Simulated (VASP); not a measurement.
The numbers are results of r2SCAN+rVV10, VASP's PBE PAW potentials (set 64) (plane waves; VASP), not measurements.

VASP ran on this input.

**INCAR**
```
! general
SYSTEM    =  Rh
PREC      =  Accurate
ENCUT     =  520
LREAL     =  .FALSE.   ! projection in real space or not
LASPH     =  .TRUE.   ! aspherical one-centre terms

! electronic loop
EDIFF     =  1E-7   ! SCF stop (eV)
NELM      =  100
ALGO      =  Normal   ! blocked Davidson
LMAXMIX   =  4   ! l cut-off of mixed one-centre charges
LMIXTAU   =  .TRUE.

! smearing
ISMEAR    =  -5   ! tetrahedra, Bloechl

! functional
METAGGA   =  R2SCAN
LUSE_VDW  =  .TRUE.
BPARAM    =  11.95
CPARAM    =  0.0093

! ions
ISIF      =  2

! output
LWAVE     =  .FALSE.
LCHARG    =  .FALSE.
LORBIT    =  11   ! lm-projected
NEDOS     =  601   ! DOS grid
```

File KPOINTS:
```
Automatic mesh
0
Gamma
18 18 18
0 0 0
```

KPOINTS_OPT:
```
k-points along high-symmetry lines
10
Line-mode
Reciprocal
  0.000000   0.000000   0.000000 ! GAMMA
  0.500000   0.000000   0.500000 ! X

  0.500000   0.000000   0.500000 ! X
  0.625000   0.250000   0.625000 ! U

  0.375000   0.375000   0.750000 ! K
  0.000000   0.000000   0.000000 ! GAMMA

  0.000000   0.000000   0.000000 ! GAMMA
  0.500000   0.500000   0.500000 ! L

  0.500000   0.500000   0.500000 ! L
  0.500000   0.250000   0.750000 ! W

  0.500000   0.250000   0.750000 ! W
  0.500000   0.000000   0.500000 ! X
```

POSCAR:
```
Rh
1
    0.0000000000     1.8970010915     1.8970010915
    1.8970010915    -0.0000000000     1.8970010915
    1.8970010915     1.8970010915    -0.0000000000
Rh
1
Direct
  0.0000000000   0.0000000000   0.0000000000
```

POTCAR, in this order: Rh_pv (PBE.64 set). Program: vasp_std.

The run wrote:

### OUTCAR
```
 ion  position               nearest neighbor table
   1  0.000  0.000  0.000-
  LATTYP: Found a face centered cubic cell.
 ALAT       =     3.7940021830
 Subroutine PRICEL returns:
 Original cell was already a primitive cell.
 Subroutine GETGRP returns: Found 48 space group operations
The static configuration has the point symmetry O_h .
The dynamic configuration has the point symmetry O_h .
 Subroutine INISYM returns: Found 48 space group operations
 Subroutine IBZKPT returns following result:
 Found    195 irreducible k-points:

 Following reciprocal coordinates:
            Coordinates               Weight
  0.000000  0.000000  0.000000      1.000000
  0.055556  0.000000  0.000000      8.000000
  0.111111  0.000000  0.000000      8.000000
  0.166667  0.000000  0.000000      8.000000
  0.222222  0.000000  0.000000      8.000000
  0.277778  0.000000  0.000000      8.000000
  0.333333  0.000000  0.000000      8.000000
  0.388889  0.000000  0.000000      8.000000
  0.444444  0.000000  0.000000      8.000000
  0.500000  0.000000  0.000000      4.000000
...
```

File OSZICAR:
```
       N       E                     dE             d eps       ncg     rms          rms(c)
DAV:   1     0.963459427822E+02    0.96346E+02   -0.95454E+03  4306   0.150E+03
DAV:   2    -0.272674284896E+02   -0.12361E+03   -0.11880E+03  4395   0.396E+02
DAV:   3    -0.288424057801E+02   -0.15750E+01   -0.15653E+01  5091   0.511E+01
DAV:   4    -0.288523551788E+02   -0.99494E-02   -0.99547E-02  4794   0.409E+00
DAV:   5    -0.288525606369E+02   -0.20546E-03   -0.20566E-03  5303   0.499E-01    0.133E+01
DAV:   6    -0.235649879889E+02    0.52876E+01   -0.65508E+00  4527   0.393E+01    0.301E+00
DAV:   7    -0.238291715747E+02   -0.26418E+00   -0.52035E-01  4410   0.112E+01    0.232E+00
DAV:   8    -0.238350617552E+02   -0.58902E-02   -0.43354E-02  4665   0.289E+00    0.599E-01
DAV:   9    -0.238393342643E+02   -0.42725E-02   -0.19604E-02  4740   0.166E+00    0.188E-01
DAV:  10    -0.238392340912E+02    0.10017E-03   -0.32348E-03  4860   0.646E-01    0.135E-01
DAV:  11    -0.238392758789E+02   -0.41788E-04   -0.53274E-04  4929   0.334E-01    0.306E-02
DAV:  12    -0.238393080761E+02   -0.32197E-04   -0.95993E-05  4809   0.103E-01    0.286E-02
DAV:  13    -0.238392922755E+02    0.15801E-04   -0.46129E-05  4857   0.104E-01    0.637E-03
DAV:  14    -0.238393148465E+02   -0.22571E-04   -0.79735E-06  4896   0.252E-02    0.143E-03
DAV:  15    -0.238393125838E+02    0.22627E-05   -0.27643E-07  5043   0.606E-03    0.734E-04
DAV:  16    -0.238393135967E+02   -0.10129E-05   -0.20971E-08  3003   0.167E-03    0.461E-04
DAV:  17    -0.238393128225E+02    0.77420E-06   -0.26967E-08  2754   0.170E-03    0.207E-04
DAV:  18    -0.238393131762E+02   -0.35376E-06   -0.12234E-09  2532   0.378E-04    0.632E-05
DAV:  19    -0.238393128964E+02    0.27990E-06   -0.26366E-10  2436   0.208E-04    0.255E-05
DAV:  20    -0.238393129879E+02   -0.91580E-07   -0.78910E-11  2379   0.113E-04
   1 F= -.23839313E+02 E0= -.23839313E+02  d E =0.000000E+00
       N       E                     dE             ncg
```

File OUTCAR:
```
------------------------ aborting loop because EDIFF is reached ----------------------------------------
  FORCE on cell =-STRESS in cart. coord.  units (eV):
  Direction    XX          YY          ZZ          XY          YZ          ZX
  --------------------------------------------------------------------------------------
  Total        0.0031908      0.0031908      0.0031908      0.0000000     -0.0000000      0.0000000
  in kB        0.3744372      0.3744372      0.3744372      0.0000000     -0.0000000      0.0000000
  external PRESSURE =       0.3744372 kB  Pullay stress =       0.0000000 kB
  volume of cell :       13.65
      direct lattice vectors                 reciprocal lattice vectors
     0.000000000  1.897001091  1.897001091    -0.263573913  0.263573913  0.263573913
     1.897001091  0.000000000  1.897001091     0.263573913 -0.263573913  0.263573913
     1.897001091  1.897001091  0.000000000     0.263573913  0.263573913 -0.263573913
 POSITION                                       TOTAL-FORCE (eV/Angst)
 -----------------------------------------------------------------------------------
      0.00000      0.00000      0.00000         0.000000      0.000000      0.000000
 -----------------------------------------------------------------------------------
    total drift:                                0.000000     -0.000000      0.000000
  FREE ENERGIE OF THE ION-ELECTRON SYSTEM (eV)
  ---------------------------------------------------
  free  energy   TOTEN  =       -23.8393129879 eV

  energy  without entropy=      -23.8393129879  energy(sigma->0) =      -23.83931299

 total charge

# of ion       s       p       d       tot
------------------------------------------
    1        0.431   6.306   7.090  13.827
```
(Selected blocks of OUTCAR.)

For a metal the tetrahedron method with Blöchl corrections gives inexact stress and forces.

The compound is Rh in the fcc structure. It was relaxed first.
